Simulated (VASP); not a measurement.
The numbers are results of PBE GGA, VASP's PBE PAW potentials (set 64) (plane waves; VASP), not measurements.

A VASP calculation is set up with these files.

**POSCAR**
```
InP
1
    0.0000000000     2.9937000000     2.9937000000
    2.9937000000     0.0000000000     2.9937000000
    2.9937000000     2.9937000000     0.0000000000
In P
1 1
Direct
  0.0000000000   0.0000000000   0.0000000000
  0.2500000000   0.2500000000   0.2500000000
```

### KPOINTS
```
Automatic mesh
0
Gamma
7 7 7
0 0 0
```

### INCAR
```
SYSTEM = InP
PREC = Accurate; ENCUT = 400; LREAL = .FALSE.
LASPH = .TRUE.
EDIFF = 1E-6; NELM = 100; ALGO = Normal
LMAXMIX = 4
ISMEAR = 0; SIGMA = 0.05
GGA = PE
ISIF = 2
LWAVE = .FALSE.; LCHARG = .FALSE.
```

POTCAR, in this order: In_d P (PBE.64 set). Program: vasp_std.

What VASP printed:

**OSZICAR**
```
       N       E                     dE             d eps       ncg     rms          rms(c)
DAV:   1     0.105964714469E+03    0.10596E+03   -0.74013E+03   520   0.127E+03
DAV:   2    -0.978868240723E+00   -0.10694E+03   -0.10423E+03   530   0.297E+02
DAV:   3    -0.858931558709E+01   -0.76104E+01   -0.75540E+01   685   0.868E+01
DAV:   4    -0.878995700583E+01   -0.20064E+00   -0.20051E+00   618   0.160E+01
DAV:   5    -0.879891540795E+01   -0.89584E-02   -0.89581E-02   799   0.278E+00    0.513E+00
DAV:   6    -0.842178433020E+01    0.37713E+00   -0.74940E-01   768   0.148E+01    0.317E+00
DAV:   7    -0.839985082875E+01    0.21934E-01   -0.17705E-01   728   0.343E+00    0.118E+00
DAV:   8    -0.840039431471E+01   -0.54349E-03   -0.14373E-02   636   0.170E+00    0.309E-01
DAV:   9    -0.840118993806E+01   -0.79562E-03   -0.22279E-03   643   0.669E-01    0.188E-01
DAV:  10    -0.840123549259E+01   -0.45555E-04   -0.18753E-04   685   0.119E-01    0.128E-01
DAV:  11    -0.840129397256E+01   -0.58480E-04   -0.47747E-05   600   0.505E-02    0.396E-02
DAV:  12    -0.840130815825E+01   -0.14186E-04   -0.39925E-05   618   0.105E-01    0.189E-02
DAV:  13    -0.840130839811E+01   -0.23986E-06   -0.18735E-06   507   0.137E-02
   1 F= -.84013084E+01 E0= -.84013084E+01  d E =-.601336E-09
```

OUTCAR:
```
------------------------ aborting loop because EDIFF is reached ----------------------------------------
  FORCE on cell =-STRESS in cart. coord.  units (eV):
  Direction    XX          YY          ZZ          XY          YZ          ZX
  --------------------------------------------------------------------------------------
  Total       -0.2965040     -0.2965040     -0.2965040      0.0000000      0.0000000      0.0000000
  in kB       -8.8529140     -8.8529140     -8.8529140      0.0000000      0.0000000      0.0000000
  external PRESSURE =      -8.8529140 kB  Pullay stress =       0.0000000 kB
  volume of cell :       53.66
      direct lattice vectors                 reciprocal lattice vectors
     0.000000000  2.993700000  2.993700000    -0.167017403  0.167017403  0.167017403
     2.993700000  0.000000000  2.993700000     0.167017403 -0.167017403  0.167017403
     2.993700000  2.993700000  0.000000000     0.167017403  0.167017403 -0.167017403
  FREE ENERGIE OF THE ION-ELECTRON SYSTEM (eV)
  ---------------------------------------------------
  free  energy   TOTEN  =        -8.4013083981 eV

  energy  without entropy=       -8.4013083975  energy(sigma->0) =       -8.40130840
```
(Selected blocks of OUTCAR.)

OUTCAR:
```
 val. band max:        4.5161770266   @ k =   0.0000   0.0000   0.0000

 cond. band min:       4.8776123287   @ k =   0.0000   0.0000   0.0000


 Fermi energy:         4.7005167334

 k-point     1 :       0.0000    0.0000    0.0000
  band No.  band energies     occupation
      1      -9.5603      2.00000
      2      -9.5603      2.00000
      3      -9.5603      2.00000
      4      -9.4379      2.00000
      5      -9.4379      2.00000
      6      -6.5825      2.00000
      7       4.5162      2.00000
      8       4.5162      2.00000
      9       4.5162      2.00000
     10       4.8776      0.00000
     11       8.6010      0.00000
     12       8.6010      0.00000
     13       8.6010      0.00000

 k-point     2 :       0.1429    0.0000    0.0000
  band No.  band energies     occupation
      1      -9.5784      2.00000
      2      -9.5526      2.00000
      3      -9.5526      2.00000
      4      -9.4377      2.00000
      5      -9.4377      2.00000
      6      -6.3737      2.00000
      7       2.7011      2.00000
      8       4.3055      2.00000
      9       4.3055      2.00000
     10       6.0059      0.00000
     11       8.7776      0.00000
     12       8.9206      0.00000
     13       8.9206      0.00000

 k-point     3 :       0.2857    0.0000    0.0000
  band No.  band energies     occupation
      1      -9.6175      2.00000
      2      -9.5382      2.00000
      3      -9.5382      2.00000
      4      -9.4344      2.00000
      5      -9.4344      2.00000
      6      -5.8095      2.00000
      7       0.7245      2.00000
      8       3.9211      2.00000
      9       3.9211      2.00000
     10       6.0788      0.00000
     11       9.3195      0.00000
     12       9.3195      0.00000
     13      10.0487      0.00000

 k-point     4 :       0.4286    0.0000    0.0000
  band No.  band energies     occupation
      1      -9.6474      2.00000
      2      -9.5299      2.00000
      3      -9.5299      2.00000
...
```

Unless said otherwise, spin-orbit coupling is left out, though it shifts the bands of the heavy elements here.

The compound is InP in the zinc blende structure. The cell was not relaxed at this level.
